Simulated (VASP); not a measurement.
Consider the following.

```yaml
crystal:
  lattice:
    - [3.15452, 0.00000, 0.00000]
    - [0.00000, 3.09991, 0.00000]
    - [0.00000, 0.00000, 3.15465]
  atoms:
    - { symbol: Zn, position: [0.50000, 0.50000, 0.50000] }
    - { symbol: Au, position: [0.02005, 0.00000, 0.00000] }
```

Method: PBE GGA + U (Dudarev), VASP's PBE PAW potentials (set 64) (plane waves; VASP). Run with 400 eV cut-off, 10×11×10 Γ-centred mesh, first-order Methfessel-Paxton smearing of 0.10 eV, potentials Zn Au, U − J: Zn 5.00 eV.

Question: Which forces act on the atoms, in eV/Å?

Answer: 
| atom | Fx | Fy | Fz |
|---|---|---|---|
| Zn1 | 0.226 | 0.000 | 0.000 |
| Au2 | -0.226 | 0.000 | 0.000 |

Question: Give the stress tensor in GPa (positive for a compressed cell).

Answer: 
```
3.60  0.00  0.00
0.00  3.34  0.00
0.00  0.00  3.82
```
The pressure is its mean diagonal, 3.59 GPa.

The compound is AuZn in the CsCl type structure. The cell was not relaxed at this level, atoms are displaced from their ideal sites. The run is one of a series of settings (LDAU = .TRUE., LDAUJ = 0 0, LDAUL = 2 -1, LDAUTYPE = 2, LDAUU = 5.0 0, LMAXMIX = 2 against the base run), some of them coarse on purpose. The electron count is odd and the run is not spin-polarised, which forces a metal.
